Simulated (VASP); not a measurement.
Level of theory: SCAN meta-GGA, VASP's PBE PAW potentials (set 64) (plane waves; VASP 6.6.1).

VASP input:

INCAR:
```
SYSTEM=Ge
PREC=Accurate; ENCUT=520; LREAL=F
LASPH=T
EDIFF=1E-7; NELM=100; ALGO=Normal
LMAXMIX=4; LMIXTAU=T
ISMEAR=-5
METAGGA=SCAN
ISIF=2
LWAVE=F; LCHARG=F; LORBIT=11
NEDOS=601
```

File KPOINTS:
```
Automatic mesh
0
gamma
9 9 9
0 0 0
```

File POSCAR:
```
Ge
5.6580
  0.0000000000   0.5000000000   0.5000000000
  0.5000000000   0.0000000000   0.5000000000
  0.5000000000   0.5000000000   0.0000000000
Ge
2
direct
  0.0000000000   0.0000000000   0.0000000000
  0.2500000000   0.2500000000   0.2500000000
```

### KPOINTS_OPT
```
k-points along high-symmetry lines
10
Line-mode
Reciprocal
  0.000000   0.000000   0.000000 ! GAMMA
  0.500000   0.000000   0.500000 ! X

  0.500000   0.000000   0.500000 ! X
  0.625000   0.250000   0.625000 ! U

  0.375000   0.375000   0.750000 ! K
  0.000000   0.000000   0.000000 ! GAMMA

  0.000000   0.000000   0.000000 ! GAMMA
  0.500000   0.500000   0.500000 ! L

  0.500000   0.500000   0.500000 ! L
  0.500000   0.250000   0.750000 ! W

  0.500000   0.250000   0.750000 ! W
  0.500000   0.000000   0.500000 ! X
```

POTCAR, in this order: Ge_d (PBE.64 set). Program: vasp_std.

Q: Estimate the energy per atom (σ→0), band gap (over mesh and band path).

A: 
```json
{
  "energy per atom (σ→0)": "-1838.5 kJ/mol of atoms",
  "band gap (over mesh and band path)": "0.17 eV"
}
```

**OSZICAR**
```
...
DAV:  25    -0.381096795959E+02   -0.76995E-06   -0.36402E-06  1260   0.184E-02    0.202E-03
DAV:  26    -0.381096780944E+02    0.15015E-05   -0.32842E-06  1308   0.210E-02    0.887E-04
DAV:  27    -0.381096763861E+02    0.17083E-05   -0.70779E-07   988   0.934E-03    0.135E-03
DAV:  28    -0.381096772018E+02   -0.81569E-06   -0.33099E-07   988   0.923E-03    0.648E-04
DAV:  29    -0.381096771188E+02    0.83048E-07   -0.20814E-07   988   0.528E-03
   1 F= -.38109677E+02 E0= -.38109677E+02  d E =0.000000E+00
       N       E                     dE             ncg
       N       E                     dE             ncg
```

The compound is Ge in the diamond structure. The cell was not relaxed at this level.
